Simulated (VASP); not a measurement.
Given:

```
CELL_PARAMETERS angstrom
      1.59242    -2.75816     0.00000
      1.59242     2.75816     0.00000
      0.00000     0.00000    13.94672
ATOMIC_POSITIONS crystal
  Mo 0.33333 0.66667 0.25000
  Mo 0.66667 0.33333 0.75000
  S  0.33333 0.66667 0.86200
  S  0.66667 0.33333 0.36200
  S  0.66667 0.33333 0.13800
  S  0.33333 0.66667 0.63800
```

These are PBE GGA, VASP's PBE PAW potentials (set 64) (plane waves; VASP) values and carry that method's errors. Numerical set-up: 520 eV cut-off, 6×6×2 Γ-centred mesh, Gaussian smearing of 0.050 eV, potentials Mo_sv S.

Without a dispersion term in the relaxation, distances and binding between the weakly bound layers, chains or molecules are unreliable, and so is what depends on them.

Predict the energy per atom (σ→0), band gap (on the k-mesh) with the smallest direct gap where there is one.

```json
{
  "band gap (on the k-mesh)": "1.35 eV",
  "smallest direct gap (on the k-mesh)": "1.66 eV",
  "energy per atom (σ→0)": "-7285 meV/atom"
}
```

The absolute energy has meaning only against runs of the same code, potentials and settings.

The compound is MoS2 in the 2H layered structure. It was relaxed first, which changed the volume by +15 %.
